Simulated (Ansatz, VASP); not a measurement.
## One calculation of ScZn, two programs

File INCAR:

```
SYSTEM = ScZn
PREC = Accurate ; ENCUT = 520
EDIFF = 1E-6 ; ISMEAR = -1
SIGMA = 0.1 ; LREAL = .FALSE.
LASPH = .TRUE. ; NELM = 150
ALGO = Normal ; ISIF = 2
LWAVE = .FALSE. ; LCHARG = .FALSE.
ISPIN = 2 ; MAGMOM = 0 0
LORBIT = 11 ; LMAXMIX = 4
GGA = CA ; NBANDS = 22
```

KPOINTS

```
Automatic mesh
0
G
  8 8 8
  0 0 0
```

The input POSCAR:

```
ScZn
1.0
    3.3500000000      0.0000000000      0.0000000000
    0.0000000000      3.3500000000      0.0000000000
    0.0000000000      0.0000000000      3.3500000000
Sc Zn
1 1
Direct
    0.0000000000      0.0000000000      0.0000000000
    0.5000000000      0.5000000000      0.5000000000
```

Input for Ansatz:

```yaml
crystal:
  lattice:
    - [3.35, 0.0, 0.0]
    - [0.0, 3.35, 0.0]
    - [0.0, 0.0, 3.35]
  atoms:
    - { symbol: Sc, position: [0.0, 0.0, 0.0] }
    - { symbol: Zn, position: [0.5, 0.5, 0.5] }
kpoints:
  mp_grid:
    grid: [8, 8, 8]
hamiltonian:
  xc: lda
magnetization:
  spin_polarized: true
scf:
  occupations:
    method: fermi_dirac
```

Alike in both runs: task single point; functional LDA; k mesh 8 × 8 × 8; collinear spin.

|  | VASP | Ansatz |
| --- | --- | --- |
| version | VASP 6.6.1 | Ansatz 0.2.0 |
| potentials or method | VASP PAW LDA potentials, release 64 (Sc_sv, Zn) | plane waves, PAW |
| plane-wave cutoff (eV) | 520 | 420 |
| occupations | fermi-dirac, width 0.1 eV | fermi-dirac |
| valence electrons in the cell | 23 | 23 |

```csv
,VASP,Ansatz,Ansatz less VASP
net moment per atom (μB),0.00,0.00,0.000
```

Ansatz warned: «no_starting_moments».
